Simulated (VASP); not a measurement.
Here is the system:

```yaml
crystal:
  lattice:
    - [2.72000, 0.00000, 0.00000]
    - [0.00000, 2.72000, 0.00000]
    - [0.00000, 0.00000, 3.71000]
  atoms:
    - { symbol: Fe, position: [0.00000, 0.00000, 0.00000], spin: 3.0 }
    - { symbol: Pt, position: [0.50000, 0.50000, 0.50000] }
```

These are PBE GGA, VASP's PBE PAW potentials (set 64) (plane waves; VASP) values and carry that method's errors. Numerical set-up: 400 eV cut-off, 12×12×9 Γ-centred mesh, first-order Methfessel-Paxton smearing of 0.10 eV, potentials Fe Pt.

Unless said otherwise, spin-orbit coupling is left out, though it shifts the bands of the heavy elements here.

Q: Estimate the cell moment, energy per atom (σ→0), pressure, band gap (on the k-mesh) with the smallest direct gap where there is one.

A: 
```json
{
 "band gap (on the k-mesh)": "none (metal, semimetal or under 0.01 eV)",
 "cell_moment": "3.27 μB",
 "energy per atom (σ→0)": "-7.397 eV/atom",
 "pressure": "4.04 GPa"
}
```

Q: Give the moment on each site (PAW-sphere projection).

A: 
| site | moment (μB) |
|---|---|
| Fe1 | 2.92 |
| Pt2 | 0.33 |

Total energies compare only between runs with the same potentials, cut-off and functional.

The compound is FePt in the L1_0 structure. The cell was not relaxed at this level.
